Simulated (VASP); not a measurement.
A VASP calculation is set up with these files.

File KPOINTS:
```
Automatic mesh
0
Gamma
12 12 8
0 0 0
```

### INCAR
```
LREAL=.FALSE.
ENCUT=480   # plane-wave cut-off (eV)
ISMEAR=1
EDIFF=1E-7   # SCF stop (eV)
ALGO=Normal   # blocked Davidson
GGA=PS   # PBEsol
LASPH=.TRUE.
LWAVE=.FALSE.
SIGMA=0.1   # width (eV)
NELM=100
SYSTEM=Mg
ISIF=2   # forces and stress, cell fixed
LCHARG=.FALSE.
PREC=Accurate
```

File POSCAR:
```
Mg
1
    1.5955127804    -2.7773271937     0.0000000000
    1.5955127804     2.7773271937     0.0000000000
    0.0000000000     0.0000000000     5.0915719809
Mg
2
Direct
  0.3333330000   0.6666670000   0.2500000000
  0.6666670000   0.3333330000   0.7500000000
```

POTCAR, in this order: Mg (PBE.64 set). Program: vasp_std.

Question: Translate this PBEsol calculation to Quantum ESPRESSO's pw.x.

Answer: One equivalent input (not run):
```
&CONTROL
  calculation = 'scf'
  pseudo_dir = './pseudo'
  outdir = './out'
  tprnfor = .true.
  tstress = .true.
/
&SYSTEM
  ibrav = 0
  nat = 2
  ntyp = 1
  ecutwfc = 84
  occupations = 'smearing'
  smearing = 'methfessel-paxton'
  degauss = 0.00735
  input_dft = 'pbesol'
/
&ELECTRONS
  conv_thr = 7.3e-09
  electron_maxstep = 100
/
ATOMIC_SPECIES
  Mg 24.305 Mg.upf
CELL_PARAMETERS angstrom
     1.5955128   -2.7773272    0.0000000
     1.5955128    2.7773272    0.0000000
     0.0000000    0.0000000    5.0915720
ATOMIC_POSITIONS crystal
  Mg   0.3333330  0.6666670  0.2500000
  Mg   0.6666670  0.3333330  0.7500000
K_POINTS automatic
  12 12 8 0 0 0
```
Limits of the translation: the potentials are each code's own (VASP's PAW set, PseudoDojo norm-conserving files in pw.x), so ENCUT and ecutwfc are chosen apart and not converted; conv_thr bounds pw.x's estimated SCF error, while EDIFF bounds the energy change between steps.

The compound is Mg in the hcp structure. This cell was strained or had an atom moved on purpose.
